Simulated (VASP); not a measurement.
Data:

```xyz
4
Lattice="3.5036 0.0000 0.0000 0.0000 3.5036 0.0000 0.0000 0.0000 3.5036" Properties=species:S:1:pos:R:3 pbc="T T T"
Si     0.0000     0.0000     0.0000
Ni     0.0000     1.7518     1.7518
Ni     1.7518     0.0000     1.7518
Ni     1.7518     1.7518     0.0000
```

All values below come from PBE GGA, VASP's PBE PAW potentials (set 64) (plane waves; VASP). Settings: 480 eV cut-off, 8×8×8 Γ-centred mesh, first-order Methfessel-Paxton smearing of 0.10 eV, potentials Si Ni.

Question: The ions, cell shape and volume at an external pressure of 5.0 GPa are relaxed. Predict the relaxed structure.

Answer: 
```xyz
4
Lattice="3.4801 0.0000 0.0000 0.0000 3.4801 0.0000 0.0000 0.0000 3.4801" Properties=species:S:1:pos:R:3 pbc="T T T"
Si     0.0000     0.0000     0.0000
Ni     0.0000     1.7401     1.7401
Ni     1.7401     0.0000     1.7401
Ni     1.7401     1.7401     0.0000
```
Space group Pm-3m (221), at a tolerance of 0.03 Å.

Question: How do energy and volume change from the first to the last step?

Answer: The energy (σ→0) changes by +3.6 meV/atom and the volume by -2.0 %, in 3 ionic steps.

The compound is Ni3Si in the L1_2 structure. This run relaxes it under an external pressure of 5 GPa. Symmetry was kept, so distortions that lower it aren't found. The run is not spin-polarised, so no magnetic state was tried.
